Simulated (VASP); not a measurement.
Input:

```
NiO
1.0
    4.28157     2.14079     2.14079
    2.14079     4.28157     2.14079
    2.14079     2.14079     4.28157
Ni O
2 2
Direct
  0.00000   0.00000   0.00000
  0.50000   0.50000   0.50000
  0.25000   0.25000   0.25000
  0.75000   0.75000   0.75000
```
Starting moments (μB, in the order of the record's atoms Ni Ni O O): 2.0 -2.0 0.0 0.0.

Calculation: PBE GGA, VASP's PBE PAW potentials (set 64) (plane waves; VASP). Run with 400 eV cut-off, 7×7×7 Γ-centred mesh, Fermi-Dirac smearing of 0.050 eV, potentials Ni O.

At this cut-off the stress carries a Pulay error, which pulls relaxed volumes low.

Predict the cell moment, energy per atom (σ→0), pressure.

* **cell moment**: 0.00 μB
* **energy per atom (σ→0)**: -5.859 eV/atom
* **pressure**: -16.27 GPa

Give the moment on each site (PAW-sphere projection).

```json
[
 {"site": "Ni1", "moment (μB)": "1.38"},
 {"site": "Ni2", "moment (μB)": "-1.38"},
 {"site": "O3", "moment (μB)": "0.00"},
 {"site": "O4", "moment (μB)": "0.00"}
]
```

Only differences to runs with the same potentials and settings are physical.

The structure is a typed NiO crystal. The cell was not relaxed at this level.
